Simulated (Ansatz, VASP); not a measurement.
Ge4I: VASP beside Ansatz

INCAR

```
SYSTEM = Ge4I
PREC = Accurate
ENCUT = 600
EDIFF = 1E-6
ISMEAR = 0
SIGMA = 0.1
LREAL = .FALSE.
LASPH = .TRUE.
NELM = 100
ALGO = Normal
ISIF = 3
LWAVE = .FALSE.
LCHARG = .FALSE.
GGA = PE
IBRION = 2
NSW = 100
EDIFFG = -0.01
```

File KPOINTS:

```
regular mesh
0
G
  10 10 6
  0 0 0
```

Contents of POSCAR:

```
Ge4I
1.0
    3.8202291772      0.0000000000      0.0000000000
    0.0000000000      3.8202291772      0.0000000000
    0.0000000000      0.0000000000      8.4592303142
Ge I
4 1
Direct
    0.5000000000      0.0000000000      0.3376551128
    0.0000000000      0.5000000000      0.6623448872
    0.5000000000      0.0000000000      0.6623448872
    0.0000000000      0.5000000000      0.3376551128
    0.0000000000      0.0000000000      0.0000000000
```

Input for Ansatz:

```yaml
crystal:
  lattice:
    - [3.8202291772, 0.0, 0.0]
    - [0.0, 3.8202291772, 0.0]
    - [0.0, 0.0, 8.4592303142]
  atoms:
    - { symbol: Ge, position: [0.5, 0.0, 0.3376551128] }
    - { symbol: Ge, position: [0.0, 0.5, 0.6623448872] }
    - { symbol: Ge, position: [0.5, 0.0, 0.6623448872] }
    - { symbol: Ge, position: [0.0, 0.5, 0.3376551128] }
    - { symbol: I, position: [0.0, 0.0, 0.0] }
basis:
  ecutwfc: 420
kpoints:
  mp_grid: { grid: [10, 10, 6] }
hamiltonian:
  xc: pbe
scf:
  occupations: { method: gaussian, width: 0.1 }
output:
  forces: true
  stress: true
  eigenvalues: true
  write_density: true
  write_potential: true
  elf: true
  volumetric_format: npy
relax:
  adjacent_minimum: "off"
  f_tol: 0.01
  max_steps: 80
  cell: { stress_tol: 0.05 }
```

Change from the starting cell: ordered vacancies on the anion sites of antifluorite (P4/mmm, No. 123).

Alike in both runs: task relaxation of cell and atoms; functional PBE; k mesh 10 × 10 × 6; occupations gaussian, width 0.1 eV; no spin polarisation.

|  | VASP | Ansatz |
| --- | --- | --- |
| version | VASP 6.6.1 | Ansatz 0.2.0 |
| potentials or method | VASP PAW PBE potentials, release 64 (Ge_d, I) | scalar-relativistic, plane waves, PAW |
| plane-wave cutoff (eV) | 600 | 420 |
| valence electrons in the cell | 63 | 73 |

Ansatz gave:

```
gap on the k mesh at the Fermi level, each at its own relaxed structure (eV) : none
relaxed volume (Å³/atom)                                                     : 24.45
relaxed cell length with the largest relative difference (Å)                 : 3.804
```

Task: Which values does VASP return?

Result: gap on the k mesh at the Fermi level, each at its own relaxed structure (eV): none; relaxed volume (Å³/atom): 24.47; relaxed cell length with the largest relative difference (Å): 3.806.

A gap of «none» marks a metal or a gap that the smearing closes. The two sets of potentials don't hold the same shells in valence.

Caveats: this functional lacks dispersion, which binds the layers, so the pressure and a relaxed spacing across them are unreliable; an odd number of electrons without spin polarisation forces a metal; a magnetic or distorted state may lie lower. Spin-orbit coupling is left out, which matters for the levels of I.
